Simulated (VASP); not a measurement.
NaI (rock salt):

```yaml
crystal:
  lattice:
    - [0.00000, 3.23500, 3.23500]
    - [3.23500, 0.00000, 3.23500]
    - [3.23500, 3.23500, 0.00000]
  atoms:
    - { symbol: Na, position: [0.00000, 0.00000, 0.00000] }
    - { symbol: I, position: [0.50000, 0.50000, 0.50000] }
```

The lowest empty band near Γ, direction [100], from mBJ (TB09) with spin-orbit coupling in VASP (PAW); its two spin partners are averaged. The gap over the points computed is 5.18 eV, and the next band on that side lies 3.19 eV away at the edge.

Numerical set-up: 400 eV cut-off, 8×8×8 Γ-centred mesh, Gaussian smearing of 0.050 eV, potentials Na_pv I.

```json
[
 {"distance from the edge in k (1/Å)": "0.018", "distance in energy (meV)": "3.5"},
 {"distance from the edge in k (1/Å)": "0.025", "distance in energy (meV)": "6.8"},
 {"distance from the edge in k (1/Å)": "0.035", "distance in energy (meV)": "13.3"},
 {"distance from the edge in k (1/Å)": "0.050", "distance in energy (meV)": "27.2"},
 {"distance from the edge in k (1/Å)": "0.070", "distance in energy (meV)": "53.1"}
]
```

### Question
Fit E(1 + αE) = ħ²k²/2m* (ħ²/2m0 = 3.810 eV Å²) and predict the row at 0.095 1/Å.

### Answer
The rows don't resolve α, so a parabola serves: the electron mass is m* = 0.351 m0, and so 97.9 meV. The run gave 96.9 meV, -1.0 meV from the fit.

Left out are points under 3 meV from the edge, since the levels carry 0.1 meV, and points farther than half the way to the next band.

The compound is NaI in the rock salt structure. The cell was not relaxed at this level.
